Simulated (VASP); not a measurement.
# How strain moves the gap of PbSe (Clausthalite)

How do the gap and the pressure of PbSe (Clausthalite) answer to a change of volume or shape? All runs use r2SCAN. Left out of this account: at least 1 further run (fields: a reference on another mesh). The start is a cell from a database of measured crystal structures.

Calculated with VASP 6.6.1; r2SCAN; plane waves and PAW (Pb_d, Se).

### Step 1. The structure

Symmetry: Fm-3m, No. 225, cubic system. The conventional cell has a = 6.121 Å, b = 6.121 Å, c = 6.121 Å, α = 90.00°, β = 90.00°, γ = 90.00°. Nearest to Pb lie 6 Se at 3.06 Å. Se has 6 Pb at 3.06 Å nearest. Farther neighbours and most contacts between anions are not listed.

### Step 2. Bands, cell as listed

The mesh alone shows little of the dispersion and can miss band extrema, so KPOINTS_OPT adds a path through the symmetry points after the self-consistent cycle. r2SCAN adds the kinetic-energy density, costs more than a GGA and is run with LASPH.

INCAR

```
SYSTEM = PbSe
PREC = Accurate
ENCUT = 400
EDIFF = 1E-06
NELM = 100
ISMEAR = -1
SIGMA = 0.05
LREAL = .FALSE.
ALGO = Normal
METAGGA = R2SCAN
LASPH = .TRUE.
NBANDS = 22
LORBIT = 11
LWAVE = .FALSE.
LCHARG = .FALSE.
KPAR = 2
```

POSCAR

```
PbSe
1.0
    0.0000000000      3.0606500000      3.0606500000
    3.0606500000      0.0000000000      3.0606500000
    3.0606500000      3.0606500000      0.0000000000
Pb Se
1 1
Direct
    0.0000000000      0.0000000000      0.0000000000
    0.5000000000      0.5000000000      0.5000000000
```

KPOINTS

```
Automatic mesh
0
Gamma
7 7 7
0 0 0
```

KPOINTS_OPT

```
Line mode
16
Line-mode
Reciprocal
  0.00000000   0.00000000   0.00000000 GAMMA
  0.50000000   0.00000000   0.50000000 X

  0.50000000   0.00000000   0.50000000 X
  0.50000000   0.25000000   0.75000000 W

  0.50000000   0.25000000   0.75000000 W
  0.37500000   0.37500000   0.75000000 K

  0.37500000   0.37500000   0.75000000 K
  0.00000000   0.00000000   0.00000000 GAMMA

  0.00000000   0.00000000   0.00000000 GAMMA
  0.50000000   0.50000000   0.50000000 L

  0.50000000   0.50000000   0.50000000 L
  0.62500000   0.25000000   0.62500000 U

  0.62500000   0.25000000   0.62500000 U
  0.50000000   0.25000000   0.75000000 W

  0.50000000   0.25000000   0.75000000 W
  0.50000000   0.50000000   0.50000000 L

  0.50000000   0.50000000   0.50000000 L
  0.37500000   0.37500000   0.75000000 K

  0.62500000   0.25000000   0.62500000 U
  0.50000000   0.00000000   0.50000000 X
```

The projector-augmented-wave data sets are Pb_d and Se (PBE family, release 64).

Command:

```sh
> mpirun -np 2 vasp_std
```

The log of the run:

```text
[banner, memory and clock lines left out]
running    2 mpi-ranks, on    1 nodes
 distrk:  each k-point on    1 cores,    2 groups
 distr:  one band on    1 cores,    1 groups

 POSCAR found type information on POSCAR PbSe
 POSCAR found :  2 types and       2 ions
|                                                                             |
|               ----> ADVICE to this user running VASP <----                  |
|                                                                             |
|     You enforced a specific xc type in the INCAR file but a different       |
|     [... a line on the potential file left out ...]
|     I HOPE YOU KNOW WHAT YOU ARE DOING!                                     |
|                                                                             |

 LDA part: xc-table for (None), standard interpolation
 POSCAR, INCAR and KPOINTS ok, starting setup
 FFT: planning ... GRIDC
 FFT: planning ... GRID_SOFT
 FFT: planning ... GRID
 WAVECAR not read
 entering main loop
       N       E                     dE             d eps       ncg     rms          rms(c)
DAV:   1     0.949630953799E+02    0.94963E+02   -0.77861E+03   894   0.761E+02
DAV:   2    -0.644352764720E+02   -0.15940E+03   -0.15073E+03   958   0.256E+02
DAV:   3    -0.763661263817E+02   -0.11931E+02   -0.11851E+02  1070   0.750E+01
DAV:   4    -0.766543274917E+02   -0.28820E+00   -0.28805E+00  1072   0.123E+01
DAV:   5    -0.766649126298E+02   -0.10585E-01   -0.10585E-01  1206   0.233E+00    0.302E+00
DAV:   6    -0.719318048518E+02    0.47331E+01   -0.15571E+00  1068   0.181E+01    0.213E+00
DAV:   7    -0.719170572234E+02    0.14748E-01   -0.21410E-01  1054   0.313E+00    0.116E+00
DAV:   8    -0.719270536063E+02   -0.99964E-02   -0.13210E-02  1092   0.109E+00    0.586E-01
DAV:   9    -0.719310644274E+02   -0.40108E-02   -0.69431E-03   982   0.761E-01    0.190E-01
DAV:  10    -0.719309302813E+02    0.13415E-03   -0.18616E-04  1194   0.138E-01    0.126E-01
DAV:  11    -0.719309375484E+02   -0.72671E-05   -0.77944E-04  1226   0.305E-01    0.435E-02
DAV:  12    -0.719309013644E+02    0.36184E-04   -0.95803E-05  1196   0.113E-01    0.117E-02
DAV:  13    -0.719309014961E+02   -0.13165E-06   -0.89061E-06  1276   0.295E-02
   1 F= -.71930901E+02 E0= -.71930901E+02  d E =-.143798E-05
 Start KPOINTS_OPT (optional k-point list driver)
k-point batch [1-20\160]
       N       E                     dE             ncg
DAV:   1     0.838423863673E+03   -0.67356E+04      888
DAV:   2    -0.244941552584E+04   -0.32878E+04      994
DAV:   3    -0.270036093627E+04   -0.25095E+03     1068
DAV:   4    -0.270660310793E+04   -0.62422E+01     1064
DAV:   5    -0.270683650740E+04   -0.23340E+00     1230
DAV:   6    -0.270684821638E+04   -0.11709E-01     1256
DAV:   7    -0.270684832850E+04   -0.11212E-03     1226
DAV:   8    -0.270684833086E+04   -0.23570E-05      946
DAV:   9    -0.270684833104E+04   -0.18627E-06      768
[...]
k-point batch [141-160\160]
       N       E                     dE             ncg
DAV:   1     0.584632151444E+03   -0.11539E+05      888
DAV:   2    -0.254410245767E+04   -0.31287E+04      972
DAV:   3    -0.278381208448E+04   -0.23971E+03     1164
DAV:   4    -0.278927324581E+04   -0.54612E+01     1062
DAV:   5    -0.278947854306E+04   -0.20530E+00     1244
DAV:   6    -0.278948674959E+04   -0.82065E-02     1196
DAV:   7    -0.278948680848E+04   -0.58894E-04     1256
DAV:   8    -0.278948680926E+04   -0.77989E-06      900
```

It took 2.2 min on 2 MPI ranks of Intel Xeon Platinum 8259CL at 2.50GHz (Skylake/Cascade Lake), shared host; peak memory 0.34 GiB.

Lines that name or quote the potential files are left out of all logs, and their timing lines are given in words.

From OUTCAR (step 2):

```text
ion  position               nearest neighbor table
   1  0.000  0.000  0.000-   2 3.06   2 3.06   2 3.06   2 3.06   2 3.06   2 3.06
   2  0.500  0.500  0.500-   1 3.06   1 3.06   1 3.06   1 3.06   1 3.06   1 3.06

  LATTYP: Found a face centered cubic cell.
 ALAT       =     6.1213000000

 Subroutine GETGRP returns: Found 48 space group operations
 (whereof 48 operations were pure point group operations)

The static configuration has the point symmetry O_h .

 Found     20 irreducible k-points:

   k-points           NKPTS =     20   k-points in BZ     NKDIM =     20   number of bands    NBANDS=     22

   dimension x,y,z NGX =    28 NGY =   28 NGZ =   28
   dimension x,y,z NGXF=    56 NGYF=   56 NGZF=   56

   ENCUT  =  400.0 eV  29.40 Ry    5.42 a.u.   7.06  7.06  7.06*2*pi/ulx,y,z

   NELECT =      20.0000    total number of electrons

 k-points in reciprocal lattice and weights: Automatic mesh
   0.00000000  0.00000000  0.00000000       0.003
   0.14285714  0.00000000  0.00000000       0.023
   0.28571429  0.00000000  0.00000000       0.023
   0.42857143  0.00000000  0.00000000       0.023
   0.14285714  0.14285714  0.00000000       0.017
   0.28571429  0.14285714  0.00000000       0.070
   0.42857143  0.14285714  0.00000000       0.070
  -0.42857143  0.14285714  0.00000000       0.070
  -0.28571429  0.14285714  0.00000000       0.070
[...]
-0.42857143  0.42857143  0.14285714       0.070
  -0.28571429  0.42857143  0.14285714       0.070

 average (electrostatic) potential at core
       1 -98.5080       2 -57.2660

 E-fermi :   5.2463

 k-point     1 :       0.0000    0.0000    0.0000
  band No.  band energies     occupation
    ...
      6      -9.2339      2.00000
      7      -1.4346      2.00000
      8       2.8869      2.00000
      9       2.8869      2.00000
     10       2.8869      2.00000
     11       9.9570      0.00000
     12       9.9570      0.00000
     13       9.9570      0.00000
     14      11.8743      0.00000
     15      11.8743      0.00000
    ...

 k-point     2 :       0.1429    0.0000    0.0000
  band No.  band energies     occupation
    ...
      6      -9.0746      2.00000
      7      -1.9979      2.00000
      8       2.9440      2.00000
      9       2.9440      2.00000
     10       3.2972      2.00000
     11       8.6547      0.00000
     12       9.0884      0.00000
     13       9.0884      0.00000
     14      11.6616      0.00000
     15      12.3253      0.00000
    ...

 k-point     3 :       0.2857    0.0000    0.0000
  band No.  band energies     occupation
    ...
      6      -8.6533      2.00000
      7      -3.1197      2.00000
      8       3.1033      2.00000
      9       3.1033      2.00000
     10       4.0369      2.00000
     11       6.9728      0.00000
     12       7.7847      0.00000
     13       7.7847      0.00000
     14      12.0844      0.00000
     15      13.4646      0.00000
    ...

  Total        0.5194245      0.5194245      0.5194245      0.0000000     -0.0000000     -0.0000000
  in kB       14.5131600     14.5131600     14.5131600      0.0000000     -0.0000000     -0.0000000
  external PRESSURE =      14.5131600 kB  Pullay stress =       0.0000000 kB

  energy-cutoff  :      400.00
  volume of cell :       57.34
      direct lattice vectors                 reciprocal lattice vectors
     0.000000000  3.060650000  3.060650000    -0.163363991  0.163363991  0.163363991
     3.060650000  0.000000000  3.060650000     0.163363991 -0.163363991  0.163363991
     3.060650000  3.060650000  0.000000000     0.163363991  0.163363991 -0.163363991

 POSITION                                       TOTAL-FORCE (eV/Angst)
 -----------------------------------------------------------------------------------
      0.00000      0.00000      0.00000         0.000000      0.000000     -0.000000
      3.06065      3.06065      3.06065        -0.000000      0.000000      0.000000
 -----------------------------------------------------------------------------------
    total drift:                               -0.000000      0.000000      0.000000

  FREE ENERGIE OF THE ION-ELECTRON SYSTEM (eV)
  ---------------------------------------------------
  free  energy   TOTEN  =       -71.9309014961 eV

  energy  without entropy=      -71.9309000581  energy(sigma->0) =      -71.93090078

 total charge
# of ion       s       p       d       tot
------------------------------------------
    1        1.476   0.516   9.835  11.827
    2        1.461   2.394   0.017   3.873
--------------------------------------------------
tot          2.937   2.910   9.852  15.699

[... 3 further parts left out ...]
```

Spin-orbit coupling is off here; it can split and shift levels that hold much weight on Pb by tenths of an eV or more. The PAW data sets were made with PBE, which is usual practice but a small mismatch for other functionals.

This step gave:

- SCF cycles: 13
- electrons: 20
- bands: 22
- irreducible k-points: 20
- symmetry operations: 48
- free energy (TOTEN): -71.9309 eV
- Fermi energy: 5.246 eV
- pressure: 1.451 GPa
- metallic, judged on the points sampled: no
- least gap on mesh and path: 0.5789 eV
- least direct gap on mesh and path: 0.5789 eV
- valence top at k: 0.5, 0.5, 0.5
- conduction bottom at k: 0.5, 0.5, 0.5
- least direct gap at k: 0.5, 0.5, 0.5

The electronic bands at the labelled points (eV, zero at the valence-band top; v1 is the highest filled band, c1 the lowest empty one):

```
          point     v4     v3     v2     v1    c1    c2    c3    c4
              Γ  -6.36  -2.03  -2.03  -2.03  5.04  5.04  5.04  6.95
0.53 of the way  -7.60  -2.83  -2.83  -2.00  2.93  4.79  5.15  5.15
              X  -7.55  -5.16  -3.40  -3.40  4.02  5.99  5.99  6.47
0.53 of the way  -7.97  -4.92  -3.77  -2.23  3.95  4.49  6.07  6.62
              W  -8.24  -4.40  -4.40  -0.89  2.16  5.30  5.30  8.19
0.47 of the way  -8.25  -4.64  -3.82  -1.42  2.72  4.82  5.66  7.08
              K  -8.26  -4.75  -2.88  -2.47  3.69  4.29  5.82  6.23
0.47 of the way  -8.12  -3.17  -1.53  -0.44  1.44  2.32  4.54  7.73
              Γ  -6.36  -2.03  -2.03  -2.03  5.04  5.04  5.04  6.95
0.47 of the way  -7.62  -1.89  -1.89  -1.16  2.62  3.31  3.31  6.88
              L  -9.07  -1.61  -1.61   0.00  0.58  1.91  1.91  9.08
0.47 of the way  -8.84  -3.16  -2.11  -1.29  1.94  2.73  4.00  8.02
              U  -8.26  -4.75  -2.88  -2.47  3.69  4.29  5.82  6.23
0.47 of the way  -8.25  -4.67  -3.71  -1.55  2.86  4.74  5.70  6.91
              W  -8.24  -4.40  -4.40  -0.89  2.16  5.30  5.30  8.19
0.47 of the way  -8.68  -3.50  -3.14  -0.90  1.71  3.89  4.55  8.02
              L  -9.07  -1.61  -1.61   0.00  0.58  1.91  1.91  9.08
0.53 of the way  -8.77  -3.45  -2.22  -1.48  2.21  2.93  4.35  7.78
              K  -8.26  -4.75  -2.88  -2.47  3.69  4.29  5.82  6.23
      jump to U  -8.26  -4.75  -2.88  -2.47  3.69  4.29  5.82  6.23
0.53 of the way  -7.77  -5.07  -3.28  -3.16  4.16  5.50  5.73  6.31
              X  -7.55  -5.16  -3.40  -3.40  4.02  5.99  5.99  6.47
```

Of the projections kept (Pb, Se), the largest for each band there, as a share of the weight inside these atoms' spheres; weight between the spheres isn't counted:

```
point       v4       v3       v2       v1       c1       c2       c3       c4
    Γ  Pb 0.69  Se 0.86  Se 0.86  Se 0.86  Pb 0.84  Pb 0.84  Pb 0.84  Se 0.53
    X  Pb 0.93  Se 0.66  Se 0.75  Se 0.75  Pb 0.55  Pb 0.61  Pb 0.61  Se 0.65
    W  Pb 0.94  Se 0.69  Se 0.69  Se 0.81  Pb 0.86  Se 0.68  Se 0.68  Pb 0.74
    K  Pb 0.93  Se 0.68  Se 0.78  Se 0.61  Se 0.53  Pb 0.65  Se 0.66  Pb 0.75
    Γ  Pb 0.69  Se 0.86  Se 0.86  Se 0.86  Pb 0.84  Pb 0.84  Pb 0.84  Se 0.53
    L  Pb 0.89  Se 0.94  Se 0.94  Se 0.61  Pb 0.70  Pb 0.91  Pb 0.91  Se 0.72
```

The electronic bands as a text plot (rows in eV, shown from -8.0 to 6.6 only):

```
    6.3 | +     ++++    +                      +             ++++
    5.7 |  +   ++ + ++++++                    ++++           ++++
    5.1 |+++++++     +++  +++   ++++         +   ++++       + +
    4.5 |     ++   ++   +    +++   ++          ++   ++     +   +
    3.8 |     + +++      +      +   ++      + ++            +++ +
    3.2 | +         +   +++    +     ++      ++ +    ++   + +
    2.6 |  + +       + +  +++ ++       +   +++   +    ++ +++
    2.0 |   +         +    + ++       + +++++     +++  +++ +
    1.4 |                   ++         +   +         ++   +
    0.8 |                               +++            +++
    0.2 |                                **             *
   -0.4 |                    *         **  *           * *
   -1.0 |  **        **    ** **      *     *    ******   *
   -1.6 | *         *  *  * *****   ******** *  *      *****
   -2.2 |*** *          ****   ******      *****      ** * ***
   -2.8 |   ***    *     *    *               **     **   * ***
   -3.4 |      *****    *   **              *   *   **     *   **
   -4.1 |      *    ****   *                 *   * **       *
   -4.7 |       *   *******                   *****          **
   -5.3 |        ***                                           **
   -5.9 |
   -6.5 |**                     ****
   -7.1 |  **                  *    **
   -7.7 |    *******          *       *                        **
         Γ       X    W  K        Γ      L     U  W     L   K|U X
```

The gap is 0.58 eV, direct at L.

(Part 1 of 5 ends here.)

[Lines on the potential files, build, host, timing and source positions are cut from VASP's logs without a mark.]

[Logs are printed without paths, hosts, clocks, repeated set-up lines and the standing remarks that a program may print on its own settings, such as how far it seeks lower states.]

[Hosts, paths, dates, database ids (printed as entryN), source tags and the programs' standing remarks are cut or masked in the printed files.]

[A measured line is paired with the nearest computed mode of its activity, which favours agreement.]

[In band tables of VASP the shares of atoms and orbitals are scaled to a sum of 1 inside the atoms' spheres.]
